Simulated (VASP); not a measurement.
Output of a VASP run:

**OSZICAR**
```
...
  11 F= -.31550048E+03 E0= -.31549610E+03  d E =-.195417E-01  mag=     1.0000
       N       E                     dE             d eps       ncg     rms          rms(c)
DAV:   1    -0.315494471350E+03    0.60043E-02   -0.11510E+01  1614   0.641E+00    0.475E-01
RMM:   2    -0.315510125709E+03   -0.15654E-01   -0.17047E-01  1556   0.850E-01    0.291E-01
RMM:   3    -0.315511010144E+03   -0.88443E-03   -0.21388E-02  1556   0.314E-01    0.166E-01
RMM:   4    -0.315510938116E+03    0.72027E-04   -0.25874E-03  1562   0.120E-01    0.118E-01
RMM:   5    -0.315510841854E+03    0.96263E-04   -0.65577E-04  1556   0.582E-02    0.466E-02
RMM:   6    -0.315510856173E+03   -0.14319E-04   -0.22779E-04  1537   0.266E-02    0.269E-02
RMM:   7    -0.315510852153E+03    0.40196E-05   -0.40748E-05  1066   0.122E-02
  12 F= -.31551085E+03 E0= -.31550743E+03  d E =-.103759E-01  mag=     1.0000
       N       E                     dE             d eps       ncg     rms          rms(c)
DAV:   1    -0.315508453804E+03    0.24024E-02   -0.24657E+00  1656   0.297E+00    0.218E-01
RMM:   2    -0.315511851843E+03   -0.33980E-02   -0.36919E-02  1556   0.395E-01    0.134E-01
RMM:   3    -0.315512036588E+03   -0.18475E-03   -0.46028E-03  1556   0.146E-01    0.786E-02
RMM:   4    -0.315512018882E+03    0.17706E-04   -0.56262E-04  1564   0.556E-02    0.550E-02
RMM:   5    -0.315511997222E+03    0.21660E-04   -0.14209E-04  1505   0.272E-02    0.221E-02
RMM:   6    -0.315512000112E+03   -0.28907E-05   -0.50045E-05  1213   0.124E-02
  13 F= -.31551200E+03 E0= -.31550896E+03  d E =-.115238E-01  mag=     1.0000
       N       E                     dE             d eps       ncg     rms          rms(c)
DAV:   1    -0.315509510223E+03    0.24870E-02   -0.35802E+00  1640   0.359E+00    0.302E-01
RMM:   2    -0.315514519459E+03   -0.50092E-02   -0.54515E-02  1556   0.496E-01    0.211E-01
RMM:   3    -0.315514833601E+03   -0.31414E-03   -0.68377E-03  1556   0.179E-01    0.113E-01
RMM:   4    -0.315514807407E+03    0.26193E-04   -0.84589E-04  1560   0.701E-02    0.799E-02
RMM:   5    -0.315514776063E+03    0.31344E-04   -0.23985E-04  1556   0.355E-02    0.396E-02
RMM:   6    -0.315514779785E+03   -0.37218E-05   -0.72752E-05  1398   0.161E-02
  14 F= -.31551478E+03 E0= -.31551204E+03  d E =-.277967E-02  mag=     1.0000
       N       E                     dE             d eps       ncg     rms          rms(c)
DAV:   1    -0.315514746400E+03    0.29663E-04   -0.16536E-02  1752   0.247E-01    0.290E-02
RMM:   2    -0.315514773893E+03   -0.27493E-04   -0.31147E-04  1556   0.382E-02    0.214E-02
RMM:   3    -0.315514775952E+03   -0.20593E-05   -0.40289E-05  1066   0.139E-02    0.119E-02
RMM:   4    -0.315514775865E+03    0.87413E-07   -0.88378E-06   908   0.801E-03
  15 F= -.31551478E+03 E0= -.31551206E+03  d E =-.277575E-02  mag=     1.0000
       N       E                     dE             d eps       ncg     rms          rms(c)
DAV:   1    -0.315514055014E+03    0.72094E-03   -0.87761E-01  1587   0.179E+00    0.154E-01
RMM:   2    -0.315515496851E+03   -0.14418E-02   -0.15669E-02  1556   0.262E-01    0.108E-01
RMM:   3    -0.315515592273E+03   -0.95422E-04   -0.20233E-03  1557   0.976E-02    0.578E-02
RMM:   4    -0.315515582199E+03    0.10074E-04   -0.24476E-04  1557   0.371E-02    0.437E-02
RMM:   5    -0.315515571384E+03    0.10815E-04   -0.64088E-05  1389   0.190E-02    0.197E-02
RMM:   6    -0.315515572174E+03   -0.79002E-06   -0.22593E-05   987   0.848E-03
  16 F= -.31551557E+03 E0= -.31551301E+03  d E =-.796309E-03  mag=     1.0000
```

### OUTCAR
```
------------------------ aborting loop because EDIFF is reached ----------------------------------------
  FORCE on cell =-STRESS in cart. coord.  units (eV):
  Direction    XX          YY          ZZ          XY          YZ          ZX
  --------------------------------------------------------------------------------------
  Total       -9.7722326    -10.6200198    -12.0163862     -1.6711869     -0.1584631      0.2430979
  in kB      -17.5521138    -19.0748424    -21.5828856     -3.0016543     -0.2846189      0.4366332
  external PRESSURE =     -19.4032806 kB  Pullay stress =       0.0000000 kB
  volume of cell :      892.02
      direct lattice vectors                 reciprocal lattice vectors
     4.932320690 -8.543031394  0.000000000     0.101372160 -0.058527234  0.000000000
     4.932320690  8.543031394  0.000000000     0.101372160  0.058527234  0.000000000
     0.000000000  0.000000000 10.584775396     0.000000000  0.000000000  0.094475316
  FREE ENERGIE OF THE ION-ELECTRON SYSTEM (eV)
  ---------------------------------------------------
  free  energy   TOTEN  =      -315.5155721743 eV

  energy  without entropy=     -315.5104473853  energy(sigma->0) =     -315.51300978

 total charge

# of ion       s       p       d       tot
------------------------------------------
    1        0.438   0.453   9.892  10.783
    2        0.443   0.461   9.895  10.799
    3        0.447   0.471   9.897  10.814
    4        0.437   0.452   9.892  10.781
    5        0.438   0.453   9.892  10.783
    6        0.443   0.462   9.895  10.799
    7        0.447   0.471   9.897  10.815
    8        0.454   0.488   9.900  10.842
    9        0.442   0.461   9.894  10.797
   10        0.443   0.462   9.895  10.799
   11        0.441   0.456   9.893  10.790
   12        0.453   0.486   9.898  10.837
   13        0.438   0.452   9.891  10.782
   14        0.443   0.467   9.897  10.808
   15        0.446   0.469   9.896  10.812
   16        0.508   0.508   9.854  10.869
   17        0.503   0.504   9.856  10.862
   18        0.444   0.467   9.897  10.808
   19        0.430   0.435   9.886  10.751
   20        0.509   0.510   9.854  10.872
   21        0.438   0.452   9.891  10.781
   22        0.442   0.460   9.894  10.797
   23        0.446   0.470   9.896  10.812
   24        0.452   0.476   9.891  10.819
   25        0.441   0.458   9.894  10.793
   26        0.443   0.460   9.894  10.797
   27        0.442   0.456   9.892  10.790
   28        0.437   0.452   9.892  10.781
   29        0.438   0.452   9.891  10.781
   30        0.444   0.467   9.898  10.809
   31        0.446   0.471   9.897  10.815
   32        0.514   0.519   9.857  10.890
   33        0.438   0.452   9.891  10.781
   34        0.442   0.460   9.894  10.797
   35        0.446   0.471   9.897  10.815
   36        0.437   0.453   9.892  10.782
   37        1.573   3.468   0.000   5.040
   38        1.570   3.464   0.000   5.034
   39        1.570   3.470   0.000   5.041
   40        1.570   3.464   0.000   5.034
   41        1.572   3.472   0.000   5.044
   42        1.570   3.465   0.000   5.036
   43        1.570   3.470   0.000   5.041
   44        1.571   3.466   0.000   5.036
   45        1.571   3.466   0.000   5.037
   46        1.570   3.465   0.000   5.036
   47        1.570   3.462   0.000   5.032
   48        1.571   3.466   0.000   5.036
...
```
(Selected blocks of OUTCAR.)

File POSCAR:
```
Zn36O35P
1
    4.9323206900    -8.5430313936     0.0000000000
    4.9323206900     8.5430313936     0.0000000000
    0.0000000000     0.0000000000    10.5847753959
Zn O P
36 35 1
Direct
  0.2222220000   0.1111110000   0.2500000000
  0.1111110000   0.2222220000   0.0000000000
  0.2222220000   0.1111110000   0.7500000000
  0.1111110000   0.2222220000   0.5000000000
  0.2222220000   0.4444440000   0.2500000000
  0.1111110000   0.5555560000   0.0000000000
  0.2222220000   0.4444440000   0.7500000000
  0.1111110000   0.5555560000   0.5000000000
  0.2222220000   0.7777780000   0.2500000000
  0.1111110000   0.8888890000   0.0000000000
  0.2222220000   0.7777780000   0.7500000000
  0.1111110000   0.8888890000   0.5000000000
  0.5555560000   0.1111110000   0.2500000000
  0.4444440000   0.2222220000   0.0000000000
  0.5555560000   0.1111110000   0.7500000000
  0.4399390000   0.2204020000   0.5044640000
  0.5571130000   0.4459570000   0.2461390000
  0.4444440000   0.5555560000   0.0000000000
  0.5555560000   0.4444440000   0.7500000000
  0.4409530000   0.5487960000   0.4999970000
  0.5555560000   0.7777780000   0.2500000000
  0.4444440000   0.8888890000   0.0000000000
  0.5555560000   0.7777780000   0.7500000000
  0.4444440000   0.8888890000   0.5000000000
  0.8888890000   0.1111110000   0.2500000000
  0.7777780000   0.2222220000   0.0000000000
  0.8888890000   0.1111110000   0.7500000000
  0.7777780000   0.2222220000   0.5000000000
  0.8888890000   0.4444440000   0.2500000000
  0.7777780000   0.5555560000   0.0000000000
  0.8888890000   0.4444440000   0.7500000000
  0.7833130000   0.5577550000   0.5017250000
  0.8888890000   0.7777780000   0.2500000000
  0.7777780000   0.8888890000   0.0000000000
  0.8888890000   0.7777780000   0.7500000000
  0.7777780000   0.8888890000   0.5000000000
  0.2222220000   0.1111110000   0.4410000000
  0.1111110000   0.2222220000   0.1910000000
  0.2222220000   0.1111110000   0.9410000000
  0.1111110000   0.2222220000   0.6910000000
  0.2222220000   0.4444440000   0.4410000000
  0.1111110000   0.5555560000   0.1910000000
  0.2222220000   0.4444440000   0.9410000000
  0.1111110000   0.5555560000   0.6910000000
  0.2222220000   0.7777780000   0.4410000000
  0.1111110000   0.8888890000   0.1910000000
  0.2222220000   0.7777780000   0.9410000000
  0.1111110000   0.8888890000   0.6910000000
  0.5555560000   0.1111110000   0.4410000000
  0.4444440000   0.2222220000   0.1910000000
  0.5555560000   0.1111110000   0.9410000000
  0.4444440000   0.2222220000   0.6910000000
  0.4444440000   0.5555560000   0.1910000000
  0.5555560000   0.4444440000   0.9410000000
  0.4444440000   0.5555560000   0.6910000000
  0.5555560000   0.7777780000   0.4410000000
  0.4444440000   0.8888890000   0.1910000000
  0.5555560000   0.7777780000   0.9410000000
  0.4444440000   0.8888890000   0.6910000000
  0.8888890000   0.1111110000   0.4410000000
  0.7777780000   0.2222220000   0.1910000000
  0.8888890000   0.1111110000   0.9410000000
  0.7777780000   0.2222220000   0.6910000000
  0.8888890000   0.4444440000   0.4410000000
  0.7777780000   0.5555560000   0.1910000000
  0.8888890000   0.4444440000   0.9410000000
  0.7777780000   0.5555560000   0.6910000000
  0.8888890000   0.7777780000   0.4410000000
  0.7777780000   0.8888890000   0.1910000000
  0.8888890000   0.7777780000   0.9410000000
  0.7777780000   0.8888890000   0.6910000000
  0.5579820000   0.4449110000   0.4448910000
```

Question: Reconstruct the remaining input files.

Answer: This is not unique; one that fits is the input of the run itself, PBE GGA, plane waves, VASP's PBE PAW potentials (set 64).

### KPOINTS
```
Automatic mesh
0
Gamma
1 1 1
0 0 0
```

**INCAR**
```
ALGO = Fast
EDIFF = 1E-5
EDIFFG = -0.03
ENCUT = 400
GGA = PE
IBRION = 2
ISIF = 2
ISMEAR = 0
ISPIN = 2
ISYM = 0
LASPH = .TRUE.
LCHARG = .FALSE.
LMAXMIX = 4
LORBIT = 10
LREAL = Auto
LWAVE = .FALSE.
MAGMOM = 72*0.0139
NELM = 100
NELMIN = 4
NSW = 60
NUPDOWN = 1
PREC = Normal
SIGMA = 0.05
SYSTEM = Zn36O35P
```

POTCAR, in this order: Zn O P (PBE.64 set). Program: vasp_gam.

At this cut-off the stress carries a Pulay error, which pulls relaxed volumes low. The supercell is sampled at Γ alone, which is coarse: total energies, pressure and levels can be off, energies of defects by several tenths of an eV.

The cell is a supercell with a defect, built from ZnO (wurtzite): P_O.
